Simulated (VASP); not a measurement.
Set up this calculation in VASP 6.6.1, as the native input.

- Task: single point
- Functional: PBE
- Potentials or basis: VASP PAW PBE potentials, release 64 (Na_pv, Sc_sv, O)
- Cutoff: 520 eV
- k mesh: 3 × 3 × 6
- Occupations: gaussian, width 0.1 eV
- Spin: no spin polarisation
- Dipole correction: no
- Further INCAR settings: ALGO = Normal; EDIFF = 1e-07; NBANDS = 32

The structure of NaSc2O3 lies in POSCAR:

```
NaSc2O3
1.0
    5.6334730124     -0.0000000027      0.0000000000
   -2.8167365039      4.8787307416      0.0000000000
    0.0000000000      0.0000000000      2.8523663499
Na Sc O
1 2 3
Direct
    0.0000000000      0.0000000000      0.5000000000
    0.3333333333      0.6666666667      0.5000000000
    0.6666666667      0.3333333333      0.5000000000
    0.5000000000      0.5000000000      0.0000000000
    0.0000000000      0.5000000000      0.0000000000
    0.5000000000      0.0000000000      0.0000000000
```

The cell was built by a generator and needn't be a form met in nature.

One way to write it, as run:

INCAR

```
PREC = Accurate
ENCUT = 520
EDIFF = 1E-7
ISMEAR = 0
SIGMA = 0.1
LREAL = False
LASPH = True
NELM = 100
ALGO = Normal
ISIF = 2
LWAVE = False
LCHARG = True
GGA = PE
LELF = True
LVHAR = True
NBANDS = 32
```

KPOINTS

```
regular mesh
0
Gamma
  3 3 6
```

Potentials or basis: VASP PAW PBE potentials, release 64 (Na_pv, Sc_sv, O).

Run with:

```console
$ cat potpaw_PBE.64/Na_pv/POTCAR potpaw_PBE.64/Sc_sv/POTCAR potpaw_PBE.64/O/POTCAR > POTCAR
$ mpirun -np 1 vasp_std > vasp.out
```

Results of the run:

```yaml
Pressure: 0.7 GPa
Band_gap_on_the_k_mesh: none (metal or under the smearing width)
```

Caveat: the k mesh is coarse (spacing up to 0.43 Å⁻¹), so the values aren't converged; an odd number of electrons without spin polarisation forces a metal; a magnetic or distorted state may lie lower.

It took 16 s on 1 thread of Intel(R) Xeon(R) 6975P-C (Granite Rapids), with other jobs on the host, peak memory 0.2 GiB.
